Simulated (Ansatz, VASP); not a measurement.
# Al2O3 (Corundum) in two plane-wave programs, part 2 of 2

Aim: how closely do two programs agree when they are given the same cell, functional and k mesh? The cell is taken from a series of runs on this material, whose earlier steps may have relaxed, scaled, displaced or heated it; both programs get it as it stands.

VASP 6.6.1 and Ansatz 0.2.0.

So far: Starting point; VASP: zone-centre phonons, PBE with D3(BJ).

## (3) Ansatz: zone-centre phonons, PBE with D3(BJ)

Level of this step: Ansatz beside VASP: Kohn-Sham DFT, plane waves, PBE with D3(BJ) (Ansatz).

Ansatz runs on its PAW soft_1 files.

The same cell, functional and mesh now go to Ansatz, which takes its cutoff from its data sets.

Contents of input.yaml:

```yaml
crystal:
  lattice:
    - [2.4009794159, 1.3862061121, 4.36823247]
    - [-2.4009794159, 1.3862061121, 4.36823247]
    - [0.0, -2.7724122242, 4.36823247]
  atoms:
    - { symbol: Al, position: [0.3521080823, 0.3521080823, 0.3521080823] }
    - { symbol: Al, position: [0.1478919177, 0.1478919177, 0.1478919177] }
    - { symbol: Al, position: [0.6478919177, 0.6478919177, 0.6478919177] }
    - { symbol: Al, position: [0.8521080823, 0.8521080823, 0.8521080823] }
    - { symbol: O, position: [0.5562502309, 0.9437497691, 0.25] }
    - { symbol: O, position: [0.25, 0.5562502309, 0.9437497691] }
    - { symbol: O, position: [0.9437497691, 0.25, 0.5562502309] }
    - { symbol: O, position: [0.4437497691, 0.0562502309, 0.75] }
    - { symbol: O, position: [0.75, 0.4437497691, 0.0562502309] }
    - { symbol: O, position: [0.0562502309, 0.75, 0.4437497691] }
kpoints:
  mp_grid: { grid: [6, 6, 6] }
hamiltonian:
  xc: pbe
  dispersion: d3bj
  pseudopotentials: { kind: paw, azcp: { folder: soft_1 } }
scf:
  occupations: { method: fixed }
output:
  eigenvalues: true
phonons:
  method: dfpt
  dielectric: true
  rigid_motions: translations
```

Launch:

```sh
$ ansatz run input.yaml --threads 4 --pin off --max-ram 8192MiB --backend cpu --events-out ev --progress --plain --runs-dir out
```

Numbers of over 12 decimals in the logs are rounded to 6 here.

Log:

```text
Engine: ansatz 0.2.0, x86_64-unknown-linux-gnu
Pseudopotentials: kind: paw
Pseudopotential: Al, paw, valence charge 3, recommended cutoff 420 eV (normal), soft_1/Al.paw.azcp
Pseudopotential: O, paw, valence charge 6, recommended cutoff 420 eV (normal), soft_1/O.paw.azcp
Functional definition: PBE
  parameter kappa = 0.804
  parameter beta = 0.066725
  exchange = pbe_x(kappa = kappa, mu = beta*pi^2/3)
  correlation = pbe_c(beta = beta)
Crystal: 10 atoms, lattice volume = 87.231 Å³
Basis set: ecut = 420 eV, 1707 PW (Γ), exchange–correlation on 72×72×72 points (8 copies of the dense FFT grid, shifted against one another)
Bands: 34, of which v1, the nominal top of the filled ones, is band 24 counted from 1 (23 counted from 0)
Symmetry: 12 space group operations
k-points: 112 of 216 (irreducible under 1 space group operation, time reversal used)
Non-local potential: Al, projectors of the file, l = 0: 2, l = 1: 2, l = 2: 1
Non-local potential: O, projectors of the file, l = 0: 2, l = 1: 2, l = 2: 1
PAW form: soft (Blöchl's): semilocal exchange-correlation on the pseudo side does not see the compensation charge
PAW one-centre angular grid: Al, 110 points (default); XC on 64 Gauss nodes
PAW one-centre angular grid: O, 110 points (default); XC on 64 Gauss nodes
Initial density: superposition of atomic densities (chi_scale 0.1, normalization cell, long waves kept (reshape's long-wave potential 0.00 eV rms))
Initial wavefunctions: pseudopotential atomic-orbital guess
Functional: x = pbe(κ = 0.804, μ = 0.219515), c = pbe(β = 0.066725)
SCF iter   1: F=—  HF=-5575.514537 eV  |F-HF|=—  |Δ(HF+E_count)|=         —  Δρ=1.28e-1  dr2=1.35e1  ethr=3.10e-3  ⟨swp⟩=5.1  Hψ=14379  notcnv=0  defer=756
preconditioner: auto → Resta (q_TF=auto, 2.470 Å⁻¹)  ε∞=3.3  [insulator: Δε(μ)=6.900 eV  Ē_g=18.196 eV  n_scr=20 (ndim 8)  ℏωp=27.5 eV  f_vac=0.000  ε∞_Penn≈3.3]
SCF iter   2: F=—  HF=-5572.048590 eV  |F-HF|=—  |Δ(HF+E_count)|=    3.47e0  Δρ=4.26e-2  dr2=7.62e-1  ethr=3.10e-3  ⟨swp⟩=2.8  Hψ=8203  notcnv=0  defer=824
SCF iter   3: F=—  HF=-5571.962698 eV  |F-HF|=—  |Δ(HF+E_count)|=   8.59e-2  Δρ=2.19e-2  dr2=2.38e-1  ethr=1.59e-3  ⟨swp⟩=2.0  Hψ=3592  notcnv=0  defer=886
SCF iter   4: F=—  HF=-5571.961085 eV  |F-HF|=—  |Δ(HF+E_count)|=   1.61e-3  Δρ=1.45e-3  dr2=9.33e-4  ethr=4.95e-4  ⟨swp⟩=3.0  Hψ=6182  notcnv=0  defer=896
SCF iter   5: F=—  HF=-5571.962546 eV  |F-HF|=—  |Δ(HF+E_count)|=   1.46e-3  Δρ=1.92e-4  dr2=4.08e-5  ethr=1.94e-6  ⟨swp⟩=2.0  Hψ=5876  notcnv=0  defer=896
SCF iter   6: F=—  HF=-5571.962600 eV  |F-HF|=—  |Δ(HF+E_count)|=   5.41e-5  Δρ=5.04e-5  dr2=2.48e-6  ethr=8.51e-8  ⟨swp⟩=2.0  Hψ=5989  notcnv=0  defer=880
SCF iter   7: F=—  HF=-5571.962603 eV  |F-HF|=—  |Δ(HF+E_count)|=   2.34e-6  Δρ=5.84e-6  dr2=2.00e-8  ethr=5.17e-9  ⟨swp⟩=2.0  Hψ=6368  notcnv=0  defer=563
SCF iter   8: F=—  HF=-5571.962603 eV  |F-HF|=—  |Δ(HF+E_count)|=   2.27e-8  Δρ=1.05e-6  dr2=8.30e-10  ethr=4.18e-11  ⟨swp⟩=2.2  Hψ=5776  notcnv=0  defer=563
SCF iter   9: F=-5571.962603 eV  HF=-5571.962603 eV  |F-HF|=1.09e-11  |Δ(HF+E_count)|=  7.35e-10  Δρ=1.62e-7  dr2=1.83e-11  ethr=1.00e-12  ⟨swp⟩=15.9  Hψ=27672  notcnv=0
SCF 1 converged in 9 iterations: F = -5571.962603 eV  dr2 = 1.83e-11
  greatest PAW one-centre occupation: 0.857 electrons in one spin orbital (limit 2), on the O atom at site 9 (counted from 0), in its partial waves of l = 0
NSCF: frozen V_eff on 6 k-points
DFPT response loops at Γ: preconditioner auto → none (the input reference at scf.mixing.eps_inf says where Resta's filter doesn't serve); β = 0.50; Broyden in place of MSR1
SCF converged after 9 iterations
Free energy (F): -5571.962603 eV
Harris-Foulkes:  -5571.962603 eV  (|F-HF|=1.09e-11)
Internal energy: -5571.962603 eV  (E = F + TS)
E sigma→0 (E₀):  -5571.962603 eV
Fermi energy:    7.375873 eV
--- Per-component energies (eV) ---
  E_band       = 53.098094
  E_kinetic    = 1137.298510
  E_local      = -1987.382671  (includes V_loc(G=0)·N_el)
  E_nonlocal   = 350.281890
  E_hartree    = 755.344817
  E_xc         = -591.100112
  E_vxc        = -679.610861  (∫ρ·V_xc dr)
  E_paw        = -2857.250571  (= ΣΔE_a)
  E_vpaw       = -278.183153  (= ΣTr[D̂ρ^β])
  E_aug_tail   = 0.004764  (compensation charges beyond the density's cutoff)
  E_ewald      = -2376.852859
  E_disp       = -2.306371  (pairwise vdW)
  E_smearing   = -0.000000  (= −TS)
  E_closure    = -0.000000  (closes the sum)
  Σ components = -5571.962603   (vs F -5571.962603, Δ=0.00e0)
--- Band table (eV; the first three rows and the last of 112) ---
  k-point 0: bands = [... 20 lower, 6.9107, 7.3422, 7.3422, 7.3759, 13.2807, 16.3397, 17.8241, 18.7051, ... 6 higher]
  k-point 1: bands = [... 20 lower, 6.7267, 7.0471, 7.3056, 7.3318, 13.9151, 16.8346, 17.4240, 18.3781, ... 6 higher]
  k-point 2: bands = [... 20 lower, 6.5681, 6.8553, 7.1660, 7.2053, 15.2315, 16.9472, 17.3189, 17.6247, ... 6 higher]
  k-point 111: bands = [... 20 lower, 7.0192, 7.0192, 7.0192, 7.0192, 15.7819, 15.7819, 18.2873, 18.2873, ... 6 higher]
--- Phonons (Γ-DFPT): 5 representative perturbations + reference, on 112 of 216 k-points (Σ response iterations 15) ---
  k mesh reduced under 1 symmetry operation, with k and −k counted as one. Each operation leaves every solved perturbation unchanged. A smaller set is not considered because the run solves the response to a homogeneous field
  ASR residual: 2.889e-5 → 0.000e0 eV/Å²; symmetrization residual: 3.416e-5 eV/Å²
  pairwise dispersion correction: d3bj (s6 = 1.0, s8 = 0.7875, a1 = 0.4289, a2_bohr = 4.4407), with the weights of each atom's references fixed at the reference crystal's, and the forces and stress that the weights' published response gives there kept as a pressure on the atom's counted neighbours (hamiltonian.dispersion)
  ASR residual per site (eV/Å²): 1.14e-5 1.14e-5 1.14e-5 1.14e-5 2.89e-5 2.30e-5 2.30e-5 2.89e-5 2.30e-5 2.30e-5
  Γ frequencies (cm⁻¹): 0.00 0.00 0.00 287.53 359.76 359.76 365.71 365.71 375.46 396.77 408.83 408.83 417.10 417.10 426.60 426.60 513.29 542.02 542.02 553.42 553.42 554.91 580.21 605.47 605.47 613.62 666.74 718.15 718.15 722.52
  ε∞ (high-frequency dielectric tensor):
        3.279722     0.000000    -0.000000
        0.000000     3.279722    -0.000000
        0.000000    -0.000000     3.245905
  ε⁰ (static dielectric tensor: ions relaxed, cell fixed):
       10.043715     0.000000    -0.000000
        0.000000    10.043715    -0.000000
       -0.000000    -0.000000    12.375040
  ε⁰ − ε∞ (ionic part):
        6.763992     0.000000    -0.000000
        0.000000     6.763992    -0.000000
       -0.000000    -0.000000     9.129135
  softest optical mode at Γ: 287.53 cm⁻¹; the repairs (sum rule, projections) moved no ω² at Γ by more than (4.28 cm⁻¹)²
  Born effective charges Z* (e; rows j = field, columns β = displacement):
    site 0:
         2.99350   -0.03519    0.00000
         0.03519    2.99350   -0.00000
        -0.00000   -0.00000    2.96222
    site 1:
         2.99350    0.03519    0.00000
        -0.03519    2.99350   -0.00000
         0.00000   -0.00000    2.96222
    site 2:
         2.99350   -0.03519    0.00000
         0.03519    2.99350   -0.00000
        -0.00000   -0.00000    2.96222
    site 3:
         2.99350    0.03519    0.00000
        -0.03519    2.99350   -0.00000
         0.00000   -0.00000    2.96222
    site 4:
        -2.09697    0.00000    0.00000
        -0.00000   -1.89436    0.27654
         0.00000    0.37270   -1.97481
    site 5:
[...]
site 6:
[...]
site 7:
[...]
site 8:
[...]
site 9:
[...]
Z* charge neutrality: 2.079e-5 e pre-enforcement
  k-mesh period / interband length: 28.8 Å / 1.28 Å = 22.46 at k = (0.0000, 0.0000, 0.0000), direct gap 5.905 eV — 14 or more, which is no proof of convergence
  optical modes at Γ without the LO–TO term, one row a degenerate level:
      ω (cm⁻¹)  modes    IR ((D/Å)²/amu)
[...]
optical modes at Γ + LO–TO along q̂ = [1.0000, 0.0000, 0.0000]:
      ω (cm⁻¹)  modes    IR ((D/Å)²/amu)
[...]
optical modes at Γ + LO–TO along q̂ = [0.0000, 1.0000, 0.0000]:
      ω (cm⁻¹)  modes    IR ((D/Å)²/amu)
[...]
optical modes at Γ + LO–TO along q̂ = [0.0000, 0.0000, 1.0000]:
      ω (cm⁻¹)  modes    IR ((D/Å)²/amu)
[...]
553.42      2             0.0000
        580.21      1             0.0000
        605.47      2             5.3497
        613.62      1             0.0000
        666.74      1             0.0000
        718.15      2             0.0000
        722.52      1             0.0000
        838.25      1            63.0100
```

In the SCF lines HF is the Harris–Foulkes energy and dr2 the Hartree energy of the density residual, in eV; the loop may stop once dr2 is under the threshold and the program's other checks hold. Hψ counts applications of the Hamiltonian.

## (4) Differences

Known differences besides the potentials themselves: fixed occupations in Ansatz, narrow Gaussian smearing in VASP; the cutoff is 420 eV in Ansatz and 600 eV in VASP; Ansatz takes the dispersion share of the force constants at frozen C6 weights, VASP differentiates the full forces; VASP uses finite displacements, Ansatz perturbation theory. Total energies have different zeros and are not compared.

Both answers:

| quantity | Ansatz | VASP | difference |
| --- | --- | --- | --- |
| optical mode 1 (cm⁻¹) | 287.5 | 289.1 | -0.53 % |
| optical mode 2 to 3 (cm⁻¹) | 359.8 | 360.7 | -0.25 % |
| optical mode 4 to 5 (cm⁻¹) | 365.7 | 366.2 | -0.13 % |
| optical mode 6 (cm⁻¹) | 375.5 | 376.6 | -0.31 % |
| optical mode 7 (cm⁻¹) | 396.8 | 398.2 | -0.35 % |
| optical mode 8 to 9 (cm⁻¹) | 408.8 | 410.2 | -0.34 % |
| optical mode 10 to 11 (cm⁻¹) | 417.1 | 418.4 | -0.32 % |
| optical mode 12 to 13 (cm⁻¹) | 426.6 | 427.8 | -0.29 % |
| optical mode 14 (cm⁻¹) | 513.3 | 514.6 | -0.26 % |
| optical mode 15 to 16 (cm⁻¹) | 542.0 | 543.7 | -0.31 % |
| optical mode 17 to 18 (cm⁻¹) | 553.4 | 553.3 | +0.03 % |
| optical mode 19 (cm⁻¹) | 554.9 | 556.7 | -0.33 % |
| optical mode 20 (cm⁻¹) | 580.2 | 579.8 | +0.06 % |
| optical mode 21 to 22 (cm⁻¹) | 605.5 | 607.3 | -0.30 % |
| optical mode 23 (cm⁻¹) | 613.6 | 615.2 | -0.25 % |
| optical mode 24 (cm⁻¹) | 666.7 | 667.0 | -0.04 % |
| optical mode 25 to 26 (cm⁻¹) | 718.1 | 720.4 | -0.31 % |
| optical mode 27 (cm⁻¹) | 722.5 | 723.4 | -0.12 % |

Modes are paired by rising frequency, not by their patterns, so a pair may set unlike modes beside each other; they are those without the splitting of longitudinal modes.

## (5) Outcome

* r.m.s. difference of the optical zone-centre modes, each program's sorted by frequency (zone-centre phonons, PBE with D3(BJ)): 1.4 cm⁻¹
* difference in optical mode 1 (zone-centre phonons, PBE with D3(BJ)): -0.5 %

In words: The r.m.s. difference of the optical zone-centre modes, each program's sorted by frequency is 1.4 cm⁻¹ (zone-centre phonons, PBE with D3(BJ)). Among the rows given in per cent, the largest difference of the zone-centre phonons, PBE with D3(BJ) pair is in optical mode 1, -0.5 %. Such differences can come from data sets, numerical settings and the points named under the comparisons, not from the functional's error against experiment.

[Lines on the potential files, build, host, timing and source positions are cut from VASP's logs without a mark.]

[Logs are printed without paths, hosts, clocks, repeated set-up lines and the standing remarks that a program may print on its own settings, such as how far it seeks lower states.]

[Hosts, paths, dates, database ids (printed as entryN), source tags and the programs' standing remarks are cut or masked in the printed files.]
